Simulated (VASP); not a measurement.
Wanted: the native input for a VASP 6.6.1 run.

* Task: relaxation of the atoms
* Functional: PBEsol
* Potentials or basis: VASP PAW PBE potentials, release 64 (Cu, C)
* Cutoff: 450 eV
* k mesh: 3 × 4 × 4
* Occupations: gaussian, width 0.03 eV
* Spin: collinear spin, ferromagnetic start
* Starting moments: [3.0, 0.0, 0.0, 0.0, 0.0, 0.0, 0.0, 0.0, 0.0, 0.0, 0.0, 0.0, 0.0, 0.0, 0.0, 0.0, 0.0, 0.0, 0.0, 0.0, 0.0, 0.0, 0.0, 0.0] μB
* Fixed moment: 3 μB
* Hubbard terms: Cu d U = 5 eV
* Dq: 0
* Further INCAR settings: LREAL = Auto; ALGO = Normal; EDIFF = 1e-05; ISYM = 0; IBRION = 2; EDIFFG = -0.03; NSW = 60

The structure of CuC23 (a cell with a defect) lies in POSCAR:

```
CuC23
1.0
    0.0000000000      5.3503200000      5.3503200000
    3.5668800000      0.0000000000      3.5668800000
    3.5668800000      3.5668800000      0.0000000000
Cu C
1 23
Direct
    0.0022390000      0.0060990000     -0.0057740000
    0.0046510000      0.0061960000      0.4908270000
   -0.0026480000      0.5056070000      0.0056790000
    0.0013460000      0.5020590000      0.4985970000
    0.3347010000     -0.0001980000      0.0072850000
    0.3330470000      0.0008260000      0.4979370000
    0.3361540000      0.4948030000      0.0028390000
    0.3318230000      0.5076630000      0.4881900000
    0.6612200000      0.0015890000      0.0030000000
    0.6628670000      0.0013150000      0.5003030000
    0.6687950000      0.5025040000      0.0078630000
    0.6660970000      0.4936970000      0.5048280000
    0.0909010000      0.1223080000      0.1268740000
    0.0890630000      0.1155600000      0.6268190000
    0.0862040000      0.6306590000      0.1151400000
    0.0803840000      0.6397710000      0.6221570000
    0.4190740000      0.1153460000      0.1229000000
    0.4184890000      0.1232280000      0.6255470000
    0.4133160000      0.6192890000      0.1374510000
    0.4202640000      0.6170300000      0.6313550000
    0.7418610000      0.1182640000      0.1332070000
    0.7495000000      0.1226470000      0.6369570000
    0.7467160000      0.6233480000      0.1232980000
    0.7479190000      0.6317900000      0.6251200000
```

The cell isn't the ideal one: atoms moved at random, drawn with an rms of 0.05 Å.

One way to write it, as run:

INCAR

```
PREC = Accurate
ENCUT = 450
EDIFF = 1E-5
ISMEAR = 0
SIGMA = 0.03
LREAL = Auto
LASPH = True
NELM = 120
ALGO = Normal
ISIF = 2
LWAVE = False
LCHARG = False
ISPIN = 2
MAGMOM = 3 0 0 0 0 0 0 0 0 0 0 0 0 0 0 0 0 0 0 0 0 0 0 0
LORBIT = 11
NUPDOWN = 3
LMAXMIX = 4
LDAU = True
LDAUTYPE = 2
LDAUL = 2 -1
LDAUU = 5 0
LDAUJ = 0 0
LDAUPRINT = 1
GGA = PS
IBRION = 2
NSW = 60
EDIFFG = -0.03
ISYM = 0
KPAR = 4
```

KPOINTS

```
Automatic mesh
0
Gamma
  3 4 4
```

Potentials or basis: VASP PAW PBE potentials, release 64 (Cu, C).

The run is started by

```console
$ cat potpaw_PBE.64/Cu/POTCAR potpaw_PBE.64/C/POTCAR > POTCAR
$ mpirun -np 4 vasp_std > vasp.out
```

Results of the run:

```yaml
Energy_gained_by_relaxing: 210.7 meV/atom
Ionic_steps: 19
Largest_force_after_relaxing: 0.021 eV/Å
Net_moment: 3.00 μB per cell
Site_moments: Cu +0.85; C +0.01, +0.02, -0.00, +0.31, +0.30, +0.03, +0.10, +0.04, +0.27 μB
Valence_electrons_inside_the_program's_atomic_spheres: Cu 11.12; C 2.60, 2.58, 2.62, 2.59, 2.61, 2.68, 2.66, 2.56, 2.57, 2.55
```

Caveat: the k mesh is coarse (spacing up to 0.38 Å⁻¹), so the values aren't converged; the electronic state changed during the relaxation; the PAW data sets were made with another functional, which shifts forces and pressure a little; the total moment is fixed, so each spin has its own Fermi level; the U is typed as a test and isn't derived for this compound.

Wall time 33 min on 4 MPI ranks on Intel(R) Xeon(R) Platinum 8488C (Sapphire Rapids), on a shared host, peak memory 0.45 GiB a rank.
